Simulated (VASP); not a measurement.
Cost and result of VASP (PAW) for the lattice constant a of YN (rock salt). Static lattice. The cost counts the five points of the equation of state, each on the mesh and cut-off of its row, so the ratios hold those differences too. With PBE it took about 80 core-seconds. Times come from single runs on busy shared machines, so they are rough: good to a factor of about 2.

```tsv
level	k-mesh	cut-off (eV)	lattice constant a (Å)	cost over PBE
RPBE	9×9×9	520	4.939	within a factor of 2
PBE-D4	9×9×9	520	4.868	within a factor of 2
PBE	9×9×9	520	4.905	reference
AM05	9×9×9	520	4.857	within a factor of 2
optB88-vdW	9×9×9	520	4.896	within a factor of 2
rev-vdW-DF2	9×9×9	520	4.882	about 2 times
revTPSS	9×9×9	520	[?]	[?]
r2SCAN+rVV10	9×9×9	520	[?]	[?]
```

Q: Complete the blanks.

A: 
- revTPSS, lattice constant a (Å): 4.897
- revTPSS, cost over PBE: about 5 times
- r2SCAN+rVV10, lattice constant a (Å): 4.888
- r2SCAN+rVV10, cost over PBE: about 6 times

Left out are levels that failed, ran on another kind of processor or have no fit band path; at most nine are shown.

The compound is YN in the rock salt structure.
